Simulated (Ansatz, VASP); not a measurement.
**GaN in two plane-wave programs**

Aim: how closely do two programs agree when they are given the same cell, functional and k mesh? The cell is taken from a series of runs on this material, whose earlier steps may have relaxed, scaled, displaced or heated it; both programs get it as it stands.

Main program and level: Ansatz 0.2.0; plane waves, with VASP 6.6.1 beside it; G0W0 gap at LDA.

## 1. Starting point

The structure is orthorhombic, space group Imm2 (No. 44). The conventional cell has a = 3.171 Å, b = 3.195 Å, c = 4.484 Å, α = 90.00°, β = 90.00°, γ = 90.00°. Nearest to Ga lie 4 N at 1.94 to 1.95 Å. Nearest to N lie 4 Ga at 1.94 to 1.95 Å. Farther neighbours and most contacts between anions are not listed.

As a file:

```xyz
2
Lattice="-1.5855 -2.2422 1.5974 1.5855 -2.2422 1.5974 0.0000 0.0000 3.1949" Properties=species:S:1:pos:R:3 pbc="T T T"
Ga    0.0000   -0.0023    3.1949
N     0.0000   -1.1188    1.5974
```

## 2. VASP: G0W0 gap, LDA

Quasiparticle shifts depend on high empty states and on the cores, so they are the hardest test of two PAW sets.

Lines of VASP's logs that name or quote its potential files are left out, and so is its time.

The run reads the wave functions of an earlier VASP run, which isn't shown here.

INCAR reads:

```
SYSTEM = GaN
PREC = Accurate
ENCUT = 450
ISMEAR = 0
SIGMA = 0.01
LREAL = .FALSE.
GGA = CA
NBANDS = 112
ALGO = EVGW0
NELMGW = 1
ENCUTGW = 150
NOMEGA = 64
PRECFOCK = Fast
NBANDSGW = 32
LWAVE = .FALSE.
LCHARG = .FALSE.
```

POSCAR reads:

```
GaN
1.0
   -1.5854982322     -2.2422331088      1.5974325538
    1.5854982322     -2.2422331088      1.5974325538
    0.0000000000     -0.0000000036      3.1948651127
Ga N
1 1
Direct
    0.0005190972      0.0005190972      0.9994809028
    0.2494809028      0.2494809028      0.2505190972
```

KPOINTS reads:

```
Automatic mesh
0
Gamma
8 8 8
0 0 0
```

Potentials, in the order of the species: Ga_d_GW and N_GW (LDA family, release 64).

Launch:

```bash
> mpirun -np 16 vasp_std
```

Numbers of over 12 decimals in the logs are rounded to 6 here.

The program printed:

```text
[banner, memory and clock lines left out]
running   16 mpi-ranks, on    1 nodes
 distrk:  each k-point on   16 cores,    1 groups
 distr:  one band on    1 cores,   16 groups

 POSCAR found type information on POSCAR GaN
 POSCAR found :  2 types and       2 ions
|                                                                             |
|           W    W    AA    RRRRR   N    N  II  N    N   GGGG   !!!           |
|           W    W   A  A   R    R  NN   N  II  NN   N  G    G  !!!           |
|           W    W  A    A  R    R  N N  N  II  N N  N  G       !!!           |
|           W WW W  AAAAAA  RRRRR   N  N N  II  N  N N  G  GGG   !            |
|           WW  WW  A    A  R   R   N   NN  II  N   NN  G    G                |
|           W    W  A    A  R    R  N    N  II  N    N   GGGG   !!!           |
|                                                                             |
|     For optimal performance we recommend to set                             |
|       NCORE = 2 up to number-of-cores-per-socket                            |
|     NCORE specifies how many cores store one orbital (NPAR=cpu/NCORE).      |
|     This setting can greatly improve the performance of VASP for DFT.       |
|     The default, NCORE=1 might be grossly inefficient on modern             |
|     multi-core architectures or massively parallel machines. Do your        |
|     Unfortunately you need to use the default for GW and RPA                |
|     calculations (for HF NCORE is supported but not extensively tested      |
|     yet).                                                                   |
|                                                                             |

|                                                                             |
|           W    W    AA    RRRRR   N    N  II  N    N   GGGG   !!!           |
|           W    W   A  A   R    R  NN   N  II  NN   N  G    G  !!!           |
|           W    W  A    A  R    R  N N  N  II  N N  N  G       !!!           |
|           W WW W  AAAAAA  RRRRR   N  N N  II  N  N N  G  GGG   !            |
|           WW  WW  A    A  R   R   N   NN  II  N   NN  G    G                |
|           W    W  A    A  R    R  N    N  II  N    N   GGGG   !!!           |
|                                                                             |
|     The default for ENCUTGWSOFT is different in this version of VASP.       |
|     please manually set ENCUTGWSOFT =150 in the INCAR file.                 |
|                                                                             |

 LDA part: xc-table for (Slater(with rela. corr.)+CA(PZ))
 , standard interpolation
 found WAVECAR, reading the header
 POSCAR, INCAR and KPOINTS ok, starting setup
 FFT: planning ... GRIDC
 FFT: planning ... GRID_SOFT
 FFT: planning ... GRID
 reading WAVECAR
 the WAVECAR file was read successfully
 initial charge from wavefunction
 available memory per node:     54.64 GB, setting MAXMEM to     55946

 The Fermi energy was updated, please check that it is located mid-gap
 values below the HOMO (VB) or above the LUMO (CB) will cause erroneous energies
 E-fermi :   5.8182

 calculate exact exchange contribution
 the WAVEDER file was read successfully
energies w=
    0.000    0.000    0.507    0.000    1.012    0.000    1.516    0.000
    2.016    0.000    2.512    0.000    3.002    0.000    3.488    0.000
    3.966    0.000    4.439    0.000    4.905    0.000    5.365    0.000
    5.818    0.000    6.265    0.000    6.707    0.000    7.143    0.000
    7.575    0.000    8.003    0.000    8.428    0.000    8.850    0.000
    9.271    0.000    9.691    0.000   10.111    0.000   10.533    0.000
   10.957    0.000   11.384    0.000   11.816    0.000   12.253    0.000
   12.698    0.000   13.151    0.000   13.615    0.000   14.090    0.000
   14.579    0.000   15.084    0.000   15.607    0.000   16.151    0.000
   16.718    0.000   17.313    0.000   17.938    0.000   18.598    0.000
   19.299    0.000   20.046    0.000   20.846    0.000   21.706    0.000
   22.637    0.000   23.651    0.000   24.761    0.000   25.984    0.000
   27.341    0.000   28.860    0.000   30.573    0.000   32.523    0.000
   34.766    0.000   37.375    0.000   40.452    0.000   44.136    0.000
   48.627    0.000   54.223    0.000   61.383    0.000   70.861    0.000
   83.986    0.000  103.327    0.000  134.606    0.000  193.647    0.000
 responsefunction array rank=     128
 LDA part: xc-table for (Slater(with rela. corr.)+CA(PZ))
 , standard interpolation

 min. memory requirement per mpi rank    538.4 MB, per node   8614.7 MB

[...]
performed     179066000 updates of chi_q(r,r)
 total number of BLAS operations      12737.91 Gflops
NQ=  52    0.5000    0.1250    0.2500,
|.........|.........|.........|.........|.........|.........|.........|.........
 performed     183685000 updates of chi_q(r,r)
 total number of BLAS operations      13064.44 Gflops
NQ=  53   -0.3750    0.1250    0.2500,
|.........|.........|.........|.........|.........|.........|.........|.........
 performed     187114000 updates of chi_q(r,r)
 total number of BLAS operations      13317.28 Gflops
NQ=  54    0.3750    0.3750    0.2500,
|.........|.........|.........|.........|.........|.........|.........|.........
 performed     190357000 updates of chi_q(r,r)
[...]
|.........|.........|.........|.........|.........|.........|.........|.........
 performed     240769000 updates of chi_q(r,r)
 total number of BLAS operations      17178.18 Gflops
NQ=  68   -0.3750    0.0000    0.3750,
|.........|.........|.........|.........|.........|.........|.........|.........
 performed     245388000 updates of chi_q(r,r)
 total number of BLAS operations      17540.37 Gflops
NQ=  69   -0.2500    0.0000    0.3750,
|.........|.........|.........|.........|.........|.........|.........|.........
 performed     250007000 updates of chi_q(r,r)
 total number of BLAS operations      17888.07 Gflops
NQ=  70   -0.1250    0.0000    0.3750,
|.........|.........|.........|.........|.........|.........|.........|.........
 performed     254626000 updates of chi_q(r,r)
 total number of BLAS operations      18214.60 Gflops
NQ=  71    0.1250    0.1250    0.3750,
|.........|.........|.........|.........|.........|.........|.........|.........
 performed     257869000 updates of chi_q(r,r)
 total number of BLAS operations      18448.74 Gflops
NQ=  72    0.2500    0.1250    0.3750,
|.........|.........|.........|.........|.........|.........|.........|.........
 performed     260968000 updates of chi_q(r,r)
 total number of BLAS operations      18654.09 Gflops
NQ=  73    0.5000    0.1250    0.3750,
|.........|.........|.........|.........|.........|.........|.........|.........
 performed     265587000 updates of chi_q(r,r)
 total number of BLAS operations      19009.00 Gflops
NQ=  74   -0.3750    0.1250    0.3750,
|.........|.........|.........|.........|.........|.........|.........|.........
 performed     270206000 updates of chi_q(r,r)
 total number of BLAS operations      19363.90 Gflops
NQ=  75   -0.2500    0.1250    0.3750,
|.........|.........|.........|.........|.........|.........|.........|.........
 performed     274825000 updates of chi_q(r,r)
 total number of BLAS operations      19697.41 Gflops
NQ=  76   -0.1250    0.1250    0.3750,
|.........|.........|.........|.........|.........|.........|.........|.........
 performed     279444000 updates of chi_q(r,r)
 total number of BLAS operations      20023.94 Gflops
NQ=  77    0.5000    0.5000    0.3750,
|.........|.........|.........|.........|.........|.........|.........|.........
 performed     282687000 updates of chi_q(r,r)
 total number of BLAS operations      20248.33 Gflops
NQ=  78   -0.3750    0.5000    0.3750,
|.........|.........|.........|.........|.........|.........|.........|.........
 performed     287306000 updates of chi_q(r,r)
 total number of BLAS operations      20588.90 Gflops
NQ=  79   -0.2500    0.5000    0.3750,
|.........|.........|.........|.........|.........|.........|.........|.........
 performed     291925000 updates of chi_q(r,r)
 total number of BLAS operations      20936.60 Gflops
NQ=  80   -0.1250    0.5000    0.3750,
|.........|.........|.........|.........|.........|.........|.........|.........
 performed     295024000 updates of chi_q(r,r)
 total number of BLAS operations      21174.75 Gflops
NQ=  81   -0.3750   -0.3750    0.3750,
|.........|.........|.........|.........|.........|.........|.........|.........
 performed     298267000 updates of chi_q(r,r)
 total number of BLAS operations      21418.86 Gflops
NQ=  82   -0.2500   -0.3750    0.3750,
|.........|.........|.........|.........|.........|.........|.........|.........
 performed     301366000 updates of chi_q(r,r)
 total number of BLAS operations      21642.66 Gflops
NQ=  83    0.0000    0.0000    0.5000,
|.........|.........|.........|.........|.........|.........|.........|.........
 performed     303641000 updates of chi_q(r,r)
 total number of BLAS operations      21790.10 Gflops
NQ=  84    0.1250    0.0000    0.5000,
|.........|.........|.........|.........|.........|.........|.........|.........
 performed     308260000 updates of chi_q(r,r)
 total number of BLAS operations      22109.71 Gflops
NQ=  85    0.2500    0.0000    0.5000,
|.........|.........|.........|.........|.........|.........|.........|.........
 performed     312879000 updates of chi_q(r,r)
 total number of BLAS operations      22450.28 Gflops
NQ=  86    0.3750    0.0000    0.5000,
|.........|.........|.........|.........|.........|.........|.........|.........
 performed     317498000 updates of chi_q(r,r)
 total number of BLAS operations      22797.98 Gflops
NQ=  87    0.5000    0.0000    0.5000,
|.........|.........|.........|.........|.........|.........|.........|.........
 performed     319543000 updates of chi_q(r,r)
 total number of BLAS operations      22936.52 Gflops
NQ=  88    0.1250    0.1250    0.5000,
|.........|.........|.........|.........|.........|.........|.........|.........
 performed     322786000 updates of chi_q(r,r)
 total number of BLAS operations      23170.66 Gflops
NQ=  89    0.2500    0.1250    0.5000,
|.........|.........|.........|.........|.........|.........|.........|.........
 performed     327405000 updates of chi_q(r,r)
 total number of BLAS operations      23497.19 Gflops
NQ=  90    0.3750    0.1250    0.5000,
|.........|.........|.........|.........|.........|.........|.........|.........
 performed     330504000 updates of chi_q(r,r)
 total number of BLAS operations      23735.34 Gflops
NQ=  91   -0.3750    0.1250    0.5000,
|.........|.........|.........|.........|.........|.........|.........|.........
 performed     333345000 updates of chi_q(r,r)
 total number of BLAS operations      23962.67 Gflops
NQ=  92   -0.2500    0.1250    0.5000,
|.........|.........|.........|.........|.........|.........|.........|.........
 performed     337964000 updates of chi_q(r,r)
 total number of BLAS operations      24317.58 Gflops
NQ=  93   -0.1250    0.1250    0.5000,
|.........|.........|.........|.........|.........|.........|.........|.........
 performed     341407000 updates of chi_q(r,r)
 total number of BLAS operations      24571.48 Gflops
NQ=  94    0.2500    0.2500    0.5000,
|.........|.........|.........|.........|.........|.........|.........|.........
 performed     343703000 updates of chi_q(r,r)
 total number of BLAS operations      24730.40 Gflops
NQ=  95   -0.2500    0.2500    0.5000,
|.........|.........|.........|.........|.........|.........|.........|.........
 performed     345942000 updates of chi_q(r,r)
 total number of BLAS operations      24909.56 Gflops
 resolving degeneracies of screened two electron integrals

 calculate QP shifts <psi_nk| G(iteration)W_0 |psi_nk>: iteration 1
 entering main loop
```

OUTCAR, selected parts (step 2):

```text
ion  position               nearest neighbor table
   1  0.001  0.001  0.999-   2 1.94   2 1.94   2 1.95   2 1.95
   2  0.249  0.249  0.251-   1 1.94   1 1.94   1 1.95   1 1.95

  LATTYP: Found a body centered orthorhombic cell.
 ALAT       =     3.1709964644
 B/A-ratio  =     1.0075271759
 C/A-ratio  =     1.4142135648

 Subroutine GETGRP returns: Found  4 space group operations
 (whereof  4 operations were pure point group operations)

The static configuration has the point symmetry C_2v.

 Found     95 irreducible k-points:

   k-points           NKPTS =     95   k-points in BZ     NKDIM =    512   number of bands    NBANDS=    112

   dimension x,y,z NGX =    24 NGY =   24 NGZ =   24
   dimension x,y,z NGXF=    48 NGYF=   48 NGZF=   48

   ENCUT  =  450.0 eV  33.07 Ry    5.75 a.u.   5.50  5.50  5.53*2*pi/ulx,y,z

   NELECT =      18.0000    total number of electrons

  energy-cutoff  :      450.00
  volume of cell :       22.72
      direct lattice vectors                 reciprocal lattice vectors
    -1.585498232 -2.242233109  1.597432554    -0.315358283 -0.222991980 -0.000000000
     1.585498232 -2.242233109  1.597432554     0.315358283 -0.222991980 -0.000000000
     0.000000000 -0.000000004  3.194865113     0.000000000  0.222991980  0.313002260

 k-points in reciprocal lattice and weights: Automatic mesh
   0.00000000  0.00000000  0.00000000       0.002
   0.12500000 -0.00000000 -0.00000000       0.008
   0.25000000 -0.00000000 -0.00000000       0.008
   0.37500000 -0.00000000 -0.00000000       0.008
   0.50000000 -0.00000000 -0.00000000       0.004
   0.12500000  0.12500000 -0.00000000       0.004
   0.25000000  0.12500000  0.00000000       0.008
   0.37500000  0.12500000 -0.00000000       0.008
   0.50000000  0.12500000 -0.00000000       0.008
[...]
0.25000000  0.25000000  0.50000000       0.004
  -0.25000000  0.25000000  0.50000000       0.004

 E-fermi :   5.8182

 QP shifts <psi_nk| G(iteration)W_0 |psi_nk>: iteration 1
 for sc-GW calculations column KS-energies equals QP-energies in previous step
 and V_xc(KS)=  KS-energies - (<T + V_ion + V_H > + <T+V_H+V_ion>^1  + <V_x>^1)
 k-point   1 :       0.0000    0.0000    0.0000
  band No.  KS-energies  QP-energies   sigma(KS)   V_xc(KS)     V^pw_x(r,r')   Z            occupation Imag(sigma)
    ...
      6      -8.3764     -11.2308     -25.8445     -21.9675     -35.1433       0.7362       2.0000       0.1215
      7       4.8809       4.4403     -18.4621     -17.8883     -21.2286       0.7679       2.0000       0.0601
      8       4.9219       4.4824     -18.4755     -17.9032     -21.2538       0.7679       2.0000       0.0603
      9       4.9288       4.4886     -18.4877     -17.9146     -21.2746       0.7679       2.0000       0.0605
     10       6.7077       7.4512     -12.7763     -13.7052      -9.3042       0.8004       0.0000      -0.0299
     11      14.9879      16.0452     -10.6409     -11.9697      -5.4550       0.7957       0.0000      -0.0775
     12      15.0630      16.1219     -10.6468     -11.9790      -5.4416       0.7948       0.0000      -0.0794
     13      15.1569      16.2183     -10.6619     -11.9985      -5.4418       0.7942       0.0000      -0.0806
    ...

 k-point   2 :       0.1250   -0.0000   -0.0000
  band No.  KS-energies  QP-energies   sigma(KS)   V_xc(KS)     V^pw_x(r,r')   Z            occupation Imag(sigma)
    ...
      6      -8.3783     -11.2276     -25.8383     -21.9627     -35.1380       0.7352       2.0000       0.1221
      7       3.4139       2.8778     -17.2018     -16.5010     -19.9956       0.7649       2.0000       0.0645
      8       4.7133       4.2549     -18.3180     -17.7206     -21.1224       0.7672       2.0000       0.0608
      9       4.7589       4.3014     -18.3383     -17.7418     -21.1568       0.7671       2.0000       0.0610
     10       7.8197       8.6242     -13.5439     -14.5617     -10.0763       0.7905       0.0000      -0.0302
     11      14.4034      15.4965     -10.9159     -12.2956      -5.7597       0.7923       0.0000      -0.0779
     12      15.2331      16.3006     -10.7788     -12.1281      -5.5100       0.7912       0.0000      -0.0855
     13      15.3354      16.4051     -10.7869     -12.1408      -5.4932       0.7901       0.0000      -0.0886
    ...

 k-point   3 :       0.2500   -0.0000   -0.0000
  band No.  KS-energies  QP-energies   sigma(KS)   V_xc(KS)     V^pw_x(r,r')   Z            occupation Imag(sigma)
    ...
      6      -8.2971     -10.7457     -23.7742     -20.4188     -32.6731       0.7297       2.0000       0.2968
      7       1.0559       0.3373     -16.4205     -15.4559     -20.0284       0.7451       2.0000       0.1001
      8       4.3425       3.8503     -18.0305     -17.3874     -20.9132       0.7652       2.0000       0.0625
      9       4.3925       3.9009     -18.0553     -17.4129     -20.9513       0.7653       2.0000       0.0627
     10       8.9612       9.9018     -12.8330     -14.0223      -8.7377       0.7908       0.0000      -0.0403
     11      13.5901      14.7160     -11.9010     -13.3504      -6.7329       0.7768       0.0000      -0.0817
     12      15.4641      16.5063     -10.8825     -12.2081      -5.5535       0.7862       0.0000      -0.0996
     13      15.5560      16.6012     -10.8853     -12.2155      -5.5300       0.7858       0.0000      -0.1037
    ...

 k-point   4 :       0.3750   -0.0000   -0.0000
  band No.  KS-energies  QP-energies   sigma(KS)   V_xc(KS)     V^pw_x(r,r')   Z            occupation Imag(sigma)
    ...
      6      -7.5326      -9.6625     -22.4339     -19.5129     -30.8841       0.7292       2.0000       0.4005
      7      -1.1628      -1.9067     -15.3052     -14.2767     -19.5198       0.7234       2.0000       0.1747
      8       4.0105       3.4930     -17.7982     -17.1208     -20.7424       0.7640       2.0000       0.0642
      9       4.0627       3.5462     -17.8256     -17.1497     -20.7829       0.7642       2.0000       0.0644
     10       9.4117      10.3928     -12.0101     -13.2372      -7.7141       0.7996       0.0000      -0.0444
     11      13.4834      14.5937     -12.8574     -14.3303      -7.4585       0.7538       0.0000      -0.0971
     12      15.2350      16.2139     -10.7651     -12.0043      -5.5623       0.7899       0.0000      -0.0988
     13      15.3245      16.3073     -10.7660     -12.0114      -5.5346       0.7891       0.0000      -0.1028
    ...

[... 4 further parts left out ...]
```

(Part 1 of 2 ends here.)

[Lines on the potential files, build, host, timing and source positions are cut from VASP's logs without a mark.]

[Logs are printed without paths, hosts, clocks, repeated set-up lines and the standing remarks that a program may print on its own settings, such as how far it seeks lower states.]

[Hosts, paths, dates, database ids (printed as entryN), source tags and the programs' standing remarks are cut or masked in the printed files.]
